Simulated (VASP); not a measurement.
An input for Quantum ESPRESSO's pw.x (written as the equivalent of a VASP run, and not itself run):

```
&CONTROL
  calculation = 'vc-relax'
  pseudo_dir = './pseudo'
  outdir = './out'
  tprnfor = .true.
  tstress = .true.
  nstep = 60
  forc_conv_thr = 0.00039
/
&SYSTEM
  ibrav = 0
  nat = 2
  ntyp = 1
  ecutwfc = 84
  occupations = 'smearing'
  smearing = 'methfessel-paxton'
  degauss = 0.00735
  input_dft = 'pbe'
/
&ELECTRONS
  conv_thr = 7.3e-08
  electron_maxstep = 100
/
&IONS
/
&CELL
/
ATOMIC_SPECIES
  As 74.922 As.upf
CELL_PARAMETERS angstrom
     3.7285010   -1.9105102   -0.0035776
     3.7285010    1.9105102   -0.0035776
     2.7525758   -0.0000000    3.1583392
ATOMIC_POSITIONS crystal
  As   0.2270658  0.2270658  0.2270658
  As   0.7729342  0.7729342  0.7729342
K_POINTS automatic
  10 10 10 0 0 0
```

**Question.** Write the VASP files for the same calculation (PBE).

**Answer.** This is not unique; one that fits is 
File POSCAR:
```
As
1.0
  3.7285010212  -1.9105102080  -0.0035775623
  3.7285010212   1.9105102080  -0.0035775623
  2.7525758201   0.0000000000   3.1583391870
As
2
direct
  0.2270657847   0.2270657847   0.2270657847
  0.7729342153   0.7729342153   0.7729342153
```

KPOINTS:
```
Automatic mesh
0
Gamma
10 10 10
0 0 0
```

**INCAR**
```
! general
SYSTEM  = As
PREC    = Accurate
ENCUT   = 480
LREAL   = .False.
LASPH   = .True.

! electronic loop
EDIFF   = 1E-6
NELM    = 100
ALGO    = Normal
LMAXMIX = 4

! smearing
ISMEAR  = 1
SIGMA   = 0.1

! functional
GGA     = PE

! ions
IBRION  = 2
NSW     = 60
ISIF    = 3
EDIFFG  = -0.01

! output
LWAVE   = .False.
LCHARG  = .False.
```

POTCAR, in this order: As (PBE.64 set). Program: vasp_std.

The two are equivalent in intent, not identical: the potentials are each code's own (VASP's PAW set, PseudoDojo norm-conserving files in pw.x), so ENCUT and ecutwfc are chosen apart and not converted; conv_thr bounds pw.x's estimated SCF error, while EDIFF bounds the energy change between steps; forc_conv_thr acts on force components and is met together with etot_conv_thr.

The compound is As in the a7 structure. This run relaxes it. Symmetry was kept, so distortions that lower it aren't found. The start is the result of an earlier pass.
